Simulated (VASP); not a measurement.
Write the native input for VASP 6.6.1 that does the following.

```yaml
Task: relaxation of cell and atoms
Functional: LDA
Potentials_or_basis: VASP PAW LDA potentials, release 64 (Sn_d, Ge_d)
Cutoff: 600 eV
k_mesh: 12 × 12 × 12
Occupations: gaussian, width 0.1 eV
Spin: no spin polarisation
Dipole_correction: no
Further_INCAR_settings: ALGO = Fast; EDIFF = 1e-06; IBRION = 2; EDIFFG = -0.005; NSW = 100; ISIF = 3
```

The structure of Sn2Ge lies in POSCAR:

```
Sn2Ge
1.0
    0.0000000000      3.3958313250      3.3958313250
    3.3958313250      0.0000000000      3.3958313250
    3.3958313250      3.3958313250      0.0000000000
Sn Ge
2 1
Direct
    0.7500000000      0.7500000000      0.7500000000
    0.2500000000      0.2500000000      0.2500000000
    0.0000000000      0.0000000000      0.0000000000
```

The cell comes from a database or a generator and needn't be the stable form of this composition.

These files were run (other wordings do the same):

INCAR

```
  PREC = Accurate
  ENCUT = 600
  EDIFF = 1E-6
  ISMEAR = 0
  SIGMA = 0.1
  LREAL = F
  LASPH = T
  NELM = 100
  ALGO = Fast
  ISIF = 3
  LWAVE = F
  LCHARG = F
  IBRION = 2
  NSW = 100
  EDIFFG = -0.005
```

KPOINTS

```
regular mesh
0
Gamma
  12 12 12
```

Potentials or basis: VASP PAW LDA potentials, release 64 (Sn_d, Ge_d).

The run is started by

```sh
$ cat potpaw_LDA.64/Sn_d/POTCAR potpaw_LDA.64/Ge_d/POTCAR > POTCAR
$ mpirun -np 1 vasp_std > vasp.out
```

It gave:

The relaxed volume is 26.14 Å³/atom, the relaxed cell is a = 4.805 Å, b = 4.805 Å, c = 4.805 Å, α = 60.00°, β = 60.00°, γ = 60.00° and the space group after relaxing (to 0.05 Å) is Fm-3m (No. 225). The energy gained by relaxing is 0.0 meV/atom and the ionic steps are 3. The pressure after relaxing is 0.0 GPa and the band gap on the k mesh is none (metal or under the smearing width).

Run time: 2.3 min on 1 thread of Intel(R) Xeon(R) 6975P-C (Granite Rapids), with other jobs on the host, peak memory 0.31 GiB.
